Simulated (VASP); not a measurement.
Data:

```
Ni3Si
1.0
    3.42910     0.00000     0.00000
    0.00000     3.42910     0.00000
    0.00000     0.00000     3.42910
Si Ni
1 3
Direct
  0.00000   0.00000   0.00000
  0.00000   0.50000   0.50000
  0.50000   0.00000   0.50000
  0.50000   0.50000   0.00000
```

Computed with LDA (Ceperley-Alder, Perdew-Zunger), VASP's LDA PAW potentials (set 64) (plane waves; VASP). Run with 500 eV cut-off, 9×9×9 Γ-centred mesh, first-order Methfessel-Paxton smearing of 0.10 eV, potentials Si Ni.

Task: Predict the energy per atom (σ→0), band gap (on the k-mesh) with the smallest direct gap where there is one.

Result: 
| Property | Result |
|---|---|
| band gap (on the k-mesh) | none (metal, semimetal or under 0.01 eV) |
| energy per atom (σ→0) | -6.981 eV/atom |

Only differences to runs with the same potentials and settings are physical.

The compound is Ni3Si in the L1_2 structure. It was relaxed first, which changed the volume by -7 %. The run is not spin-polarised, so no magnetic state was tried.
